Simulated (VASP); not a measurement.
# Hf in VASP: settings compared, part 2 of 2

VASP 6.6.1. The steps go on from the part before.

### 3 Single point, PBE+U

INCAR

```
  ALGO = Fast
  DIPOL = 0.5 0.5 0.500
  EDIFF = 1E-6
  ENCUT = 520
  GGA = PE
  IDIPOL = 3
  ISIF = 2
  ISMEAR = -1
  LASPH = T
  LCHARG = T
  LDAU = T
  LDAUJ = 0
  LDAUL = 2
  LDAUPRINT = 1
  LDAUTYPE = 2
  LDAUU = 2
  LDIPOL = T
  LELF = T
  LMAXMIX = 4
  LREAL = F
  LVACPOTAV = T
  LVHAR = T
  LWAVE = F
  NELM = 60
  PREC = Accurate
  SIGMA = 0.05
```

KPOINTS

```
k-points
0
Gamma
  7 7 1
```

POSCAR

```
Hf
1.0
    3.1966985242      0.0000000000      0.0000000000
   -1.5983492621      2.7684221302      0.0000000000
    0.0000000000      0.0000000000     30.1734000000
Hf
7
Direct
    0.6666666667      0.3333333334      0.2485633041
    0.3333333333      0.6666666666      0.3323755361
    0.6666666667      0.3333333334      0.4161877680
    0.3333333333      0.6666666666      0.5000000000
    0.6666666667      0.3333333334      0.5838122320
    0.3333333333      0.6666666666      0.6676244639
    0.6666666667      0.3333333334      0.7514366959
```

Potentials or basis: VASP PAW PBE potentials, release 64 (Hf_pv).

Started as:

```bash
> cat potpaw_PBE.64/Hf_pv/POTCAR > POTCAR
> mpirun -np 1 vasp_std > vasp.out
```

Wall time 2.9 min (1 thread of Intel Xeon 6975P-C (Granite Rapids), shared host); peak memory 0.38 GiB.

The run converged. Its results:

```
Free energy                     : -58.5269 eV
Largest force                   : 0.737 eV/Å
Band gap on the k mesh          : none (metal or under the smearing width)
Work function of the upper face : 4.46 eV
Work function of the lower face : 4.46 eV
```

Forces in eV/Å, atoms in the order of the input:
```
Hf   0.000  0.000  0.202
Hf   0.000  0.000 -0.737
Hf   0.000  0.000  0.172
Hf   0.000  0.000  0.000
Hf   0.000  0.000 -0.172
Hf   0.000  0.000  0.737
Hf   0.000  0.000 -0.202
```

Levels at points of the mesh, in eV from the Fermi level:
```csv
k point,band 33,band 34,band 35,band 36,band 37,band 38
"(0.00, 0.00, 0.00)",0.34,0.68,1.19,1.19,1.20,1.22
```

Eigenvalues of the final occupation matrices:
```csv
site,spin,trace,eigenvalues
site 1 d,1,0.70,0.11 0.11 0.11 0.18 0.18
site 1 d,2,0.70,0.11 0.11 0.11 0.18 0.18
site 2 d,1,0.74,0.13 0.13 0.15 0.15 0.17
site 2 d,2,0.74,0.13 0.13 0.15 0.15 0.17
site 3 d,1,0.74,0.13 0.13 0.16 0.16 0.17
site 3 d,2,0.74,0.13 0.13 0.16 0.16 0.17
site 4 d,1,0.74,0.13 0.13 0.16 0.16 0.17
site 4 d,2,0.74,0.13 0.13 0.16 0.16 0.17
site 5 d,1,0.74,0.13 0.13 0.16 0.16 0.17
site 5 d,2,0.74,0.13 0.13 0.16 0.16 0.17
site 6 d,1,0.74,0.13 0.13 0.15 0.15 0.17
site 6 d,2,0.74,0.13 0.13 0.15 0.15 0.17
```

Caveat: U without spin polarisation on a metal has little footing; the U is typed as a test and isn't derived for this compound.

### 4 Single point, PBE+U

Changes to INCAR since step 3:

```diff
@@ -15,3 +15,3 @@
   LDAUTYPE = 2
-  LDAUU = 2
+  LDAUU = 3
   LDIPOL = T
```

KPOINTS is that of step 3.

POSCAR is that of step 3.

Potentials or basis: VASP PAW PBE potentials, release 64 (Hf_pv).

Started as:

```bash
> cat potpaw_PBE.64/Hf_pv/POTCAR > POTCAR
> mpirun -np 1 vasp_std > vasp.out
```

OUTCAR:

```text
EDIFF = 1E-6
   ENCUT = 520
   GGA = PE
   ISIF = 2
   ISMEAR = -1
   LASPH = T
   LREAL = F
   NELM = 60
   PREC = Accurate

 ion  position               nearest neighbor table
   1  0.667  0.333  0.249-   2 3.13   2 3.13   2 3.13
   2  0.333  0.667  0.332-   3 3.13   3 3.13   3 3.13   1 3.13   1 3.13   1 3.13
   3  0.667  0.333  0.416-   2 3.13   2 3.13   2 3.13   4 3.13   4 3.13   4 3.13
   4  0.333  0.667  0.500-   3 3.13   5 3.13   3 3.13   5 3.13   3 3.13   5 3.13
   5  0.667  0.333  0.584-   6 3.13   6 3.13   6 3.13   4 3.13   4 3.13   4 3.13
   6  0.333  0.667  0.668-   5 3.13   5 3.13   5 3.13   7 3.13   7 3.13   7 3.13
   7  0.667  0.333  0.751-   6 3.13   6 3.13   6 3.13

  LATTYP: Found a hexagonal cell.
 ALAT       =     3.1966985242
 C/A-ratio  =     9.4389257453

  Lattice vectors:

 A1 = (   3.1966985242,   0.0000000000,   0.0000000000)
 A2 = (  -1.5983492621,   2.7684221302,   0.0000000000)
 A3 = (   0.0000000000,   0.0000000000,  30.1734000000)

Analysis of symmetry for initial positions (statically):
=====================================================================
 Subroutine PRICEL returns:
 Original cell was already a primitive cell.
[... 413 lines left out ...]
      1     -30.4307      2.00000
      2     -30.4228      2.00000
      3     -30.2890      2.00000
      4     -30.0621      2.00000
      5     -29.8611      2.00000
      6     -29.8611      2.00000
[... 349 lines left out ...]
     41       1.8193      0.00048
     42       2.2422      0.00000

------------------------ aborting loop because EDIFF is reached ----------------------------------------

  FORCE on cell =-STRESS in cart. coord.  units (eV):
  Direction    XX          YY          ZZ          XY          YZ          ZX
  --------------------------------------------------------------------------------------
  -------------------------------------------------------------------------------------
  Total        7.5450337      7.5450337      6.2050218      0.0000000      0.0000000      0.0000000
  in kB       45.2703159     45.2703159     37.2302242      0.0000000      0.0000000      0.0000000
  external PRESSURE =      42.5902853 kB  Pullay stress =       0.0000000 kB

 VOLUME and BASIS-vectors are now :
 -----------------------------------------------------------------------------
  energy-cutoff  :      520.00
  volume of cell :      267.03
      direct lattice vectors                 reciprocal lattice vectors
     3.196698524  0.000000000  0.000000000     0.312822743  0.180608295  0.000000000
    -1.598349262  2.768422130  0.000000000     0.000000000  0.361216589  0.000000000
     0.000000000  0.000000000 30.173400000     0.000000000  0.000000000  0.033141774

 POSITION                                       TOTAL-FORCE (eV/Angst)
 -----------------------------------------------------------------------------------
      1.59835      0.92281      7.50000        -0.000000     -0.000000     -0.042094
     -0.00000      1.84561     10.02890         0.000000     -0.000000     -0.688845
      1.59835      0.92281     12.55780         0.000000      0.000000      0.185440
     -0.00000      1.84561     15.08670         0.000000     -0.000000      0.000000
      1.59835      0.92281     17.61560         0.000000      0.000000     -0.185440
     -0.00000      1.84561     20.14450         0.000000     -0.000000      0.688845
      1.59835      0.92281     22.67340        -0.000000     -0.000000      0.042094
 -----------------------------------------------------------------------------------
    total drift:                               -0.000000      0.000000      0.000000

  FREE ENERGIE OF THE ION-ELECTRON SYSTEM (eV)
  ---------------------------------------------------
  free  energy   TOTEN  =       -54.2361977569 eV

  energy  without entropy=      -54.1757905644  energy(sigma->0) =      -54.20599416

 vacuum level on the upper side and lower side of the slab         5.855         5.855
```

OSZICAR:

```text
N       E                     dE             d eps       ncg     rms          rms(c)
DAV:   1     0.314738677054E+03    0.31474E+03   -0.39586E+04   848   0.148E+03
DAV:   2    -0.332719882109E+02   -0.34801E+03   -0.34060E+03   778   0.352E+02
DAV:   3    -0.577006252425E+02   -0.24429E+02   -0.23738E+02   936   0.574E+01
[... 30 lines left out ...]
RMM:  34    -0.542361372533E+02    0.23927E-04   -0.33794E-05   751   0.892E-03    0.421E-01
RMM:  35    -0.542361642169E+02   -0.26964E-04   -0.22879E-05   681   0.681E-03    0.437E-01
RMM:  36    -0.542362013586E+02   -0.37142E-04   -0.16011E-05   654   0.572E-03    0.451E-01
RMM:  37    -0.542361978588E+02    0.34998E-05   -0.90633E-06   553   0.312E-03    0.449E-01
RMM:  38    -0.542361977569E+02    0.10194E-06   -0.56633E-06   378   0.210E-03
   1 F= -.54236198E+02 E0= -.54205994E+02  d E =-.604072E-01
```

stdout:

```text
POSCAR found type information on POSCAR Hf
 POSCAR found :  1 types and       7 ions
 scaLAPACK will be used
 LDA part: xc-table for (Slater+PW92), standard interpolation
 POSCAR, INCAR and KPOINTS ok, starting setup
 FFT: planning ... GRIDC
 FFT: planning ... GRID_SOFT
 FFT: planning ... GRID
 WAVECAR not read
 entering main loop
 -----------------------------------------------------------------------------
|                                                                             |
|           W    W    AA    RRRRR   N    N  II  N    N   GGGG   !!!           |
|           W    W   A  A   R    R  NN   N  II  NN   N  G    G  !!!           |
|           W    W  A    A  R    R  N N  N  II  N N  N  G       !!!           |
|           W WW W  AAAAAA  RRRRR   N  N N  II  N  N N  G  GGG   !            |
|           WW  WW  A    A  R   R   N   NN  II  N   NN  G    G                |
|           W    W  A    A  R    R  N    N  II  N    N   GGGG   !!!           |
|                                                                             |
|     Did not find any points to average over, which means that no vacuum     |
|     field-free region was found. Please increase the size of  your cell     |
|     in the dimension of the dipole correction to obtain accurate            |
|     workfunction values.                                                    |
|                                                                             |
 -----------------------------------------------------------------------------
```

It took 2.6 min on 1 thread of Intel Xeon 6975P-C (Granite Rapids), shared host; peak memory 0.38 GiB.

Results:

```yaml
Free_energy: -54.2362 eV
Largest_force: 0.689 eV/Å
Band_gap_on_the_k_mesh: none (metal or under the smearing width)
Work_function_of_the_upper_face: 4.45 eV
Work_function_of_the_lower_face: 4.45 eV
```

Forces in eV/Å, atoms in the order of the input:
```
Hf   0.000  0.000 -0.042
Hf   0.000  0.000 -0.689
Hf   0.000  0.000  0.185
Hf   0.000  0.000  0.000
Hf   0.000  0.000 -0.185
Hf   0.000  0.000  0.689
Hf   0.000  0.000  0.042
```

Levels at points of the mesh, in eV from the Fermi level:
```csv
k point,band 31,band 32,band 33,band 34,band 35,band 36,band 37,band 38,band 39,band 40
"(0.00, 0.00, 0.00)",0.04,0.13,0.27,0.74,1.27,1.27,1.28,1.31,1.32,1.47
```

Eigenvalues of the final occupation matrices:
| site | spin | trace | eigenvalues |
| --- | --- | --- | --- |
| site 1 d | 1 | 0.68 | 0.11 0.11 0.11 0.18 0.18 |
| site 1 d | 2 | 0.68 | 0.11 0.11 0.11 0.18 0.18 |
| site 2 d | 1 | 0.72 | 0.12 0.12 0.15 0.15 0.17 |
| site 2 d | 2 | 0.72 | 0.12 0.12 0.15 0.15 0.17 |
| site 3 d | 1 | 0.72 | 0.12 0.12 0.15 0.15 0.17 |
| site 3 d | 2 | 0.72 | 0.12 0.12 0.15 0.15 0.17 |
| site 4 d | 1 | 0.72 | 0.12 0.12 0.15 0.15 0.17 |
| site 4 d | 2 | 0.72 | 0.12 0.12 0.15 0.15 0.17 |
| site 5 d | 1 | 0.72 | 0.12 0.12 0.15 0.15 0.17 |
| site 5 d | 2 | 0.72 | 0.12 0.12 0.15 0.15 0.17 |
| site 6 d | 1 | 0.72 | 0.12 0.12 0.15 0.15 0.17 |
| site 6 d | 2 | 0.72 | 0.12 0.12 0.15 0.15 0.17 |

Caveat: U without spin polarisation on a metal has little footing; the U is typed as a test and isn't derived for this compound.

### 5 Summary

```csv
level,U,gap on the mesh (eV),largest force (eV/Å),work function (eV)
PBE,-,none,0.84,4.40
PBE+U,Hf d U = 2 eV,none,0.74,4.46
PBE+U,Hf d U = 3 eV,none,0.69,4.45
```

Alike in all rows: task single point; potentials or basis VASP PAW PBE potentials, release 64 (Hf_pv); no spin polarisation; cell as given; k mesh 7 × 7 × 1; cutoff (eV) 520; smearing fermi-dirac 0.05 eV.

Every run on the cell as given and a fine mesh finds a metal.

Caveats: U without spin polarisation on a metal has little footing (some runs); the U is typed as a test and isn't derived for this compound (some runs).

Absolute energies hang on the potentials; compare differences alone.
